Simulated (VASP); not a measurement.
Computed with PBE GGA, VASP's PBE PAW potentials (set 64) (plane waves; VASP).

The input files of a VASP run:

**POSCAR**
```
Cs
1
   -3.0117216616     3.0117216616     3.0117216616
    3.0117216616    -3.0117216616     3.0117216616
    3.0117216616     3.0117216616    -3.0117216616
Cs
1
Direct
  0.0000000000   0.0000000000   0.0000000000
```

File KPOINTS:
```
kpoints
0
Gamma
8 8 8
```

**INCAR**
```
LASPH = .True.
LMAXMIX = 4   ! l cut-off of mixed one-centre charges
ISIF = 2   ! forces and stress, cell fixed
ENCUT = 480   ! plane-wave cut-off (eV)
LCHARG = .False.
LREAL = .False.   ! projection in real space or not
SYSTEM = Cs
LWAVE = .False.
GGA = PE   ! PBE
SIGMA = 0.1
EDIFF = 1E-7
NELM = 100   ! most electronic steps
ALGO = Normal
PREC = Accurate
ISMEAR = 1   ! Methfessel-Paxton
```

POTCAR, in this order: Cs_sv (PBE.64 set). Program: vasp_std.

Output

File OSZICAR:
```
       N       E                     dE             d eps       ncg     rms          rms(c)
DAV:   1     0.532192287218E+02    0.53219E+02   -0.28120E+03   464   0.733E+02
DAV:   2     0.411918134411E+01   -0.49100E+02   -0.48551E+02   584   0.121E+02
DAV:   3    -0.779777962122E+00   -0.48990E+01   -0.48987E+01   488   0.469E+01
DAV:   4    -0.840199459983E+00   -0.60421E-01   -0.60420E-01   840   0.634E+00
DAV:   5    -0.840253397998E+00   -0.53938E-04   -0.53938E-04   600   0.121E-01    0.131E-01
DAV:   6    -0.840402827410E+00   -0.14943E-03   -0.15882E-03   832   0.232E-01    0.872E-02
DAV:   7    -0.841098519662E+00   -0.69569E-03   -0.34782E-03   560   0.358E-01    0.381E-02
DAV:   8    -0.841213436715E+00   -0.11492E-03   -0.13809E-04   656   0.945E-02    0.415E-03
DAV:   9    -0.841214947756E+00   -0.15110E-05   -0.30213E-06   776   0.108E-02    0.276E-03
DAV:  10    -0.841214187043E+00    0.76071E-06   -0.77246E-07   696   0.526E-03    0.444E-04
DAV:  11    -0.841214342622E+00   -0.15558E-06   -0.15948E-08   512   0.925E-04    0.140E-04
DAV:  12    -0.841214399530E+00   -0.56908E-07   -0.60240E-09   456   0.454E-04
   1 F= -.84121440E+00 E0= -.84022524E+00  d E =-.296747E-02
```

**OUTCAR**
```
------------------------ aborting loop because EDIFF is reached ----------------------------------------
  FORCE on cell =-STRESS in cart. coord.  units (eV):
  Direction    XX          YY          ZZ          XY          YZ          ZX
  --------------------------------------------------------------------------------------
  Total        0.0981276      0.0981276      0.0981276     -0.0000000     -0.0000000      0.0000000
  in kB        1.4387893      1.4387893      1.4387893     -0.0000000     -0.0000000      0.0000000
  external PRESSURE =       1.4387893 kB  Pullay stress =       0.0000000 kB
  volume of cell :      109.27
      direct lattice vectors                 reciprocal lattice vectors
    -3.011721662  3.011721662  3.011721662     0.000000000  0.166017998  0.166017998
     3.011721662 -3.011721662  3.011721662     0.166017998  0.000000000  0.166017998
     3.011721662  3.011721662 -3.011721662     0.166017998  0.166017998  0.000000000
 POSITION                                       TOTAL-FORCE (eV/Angst)
 -----------------------------------------------------------------------------------
      0.00000      0.00000      0.00000         0.000000      0.000000      0.000000
 -----------------------------------------------------------------------------------
    total drift:                                0.000000     -0.000000     -0.000000
  FREE ENERGIE OF THE ION-ELECTRON SYSTEM (eV)
  ---------------------------------------------------
  free  energy   TOTEN  =        -0.8412143995 eV

  energy  without entropy=       -0.8382469281  energy(sigma->0) =       -0.84022524
```
(Selected blocks of OUTCAR.)

The compound is Cs in the bcc structure. This cell was strained or had an atom moved on purpose.
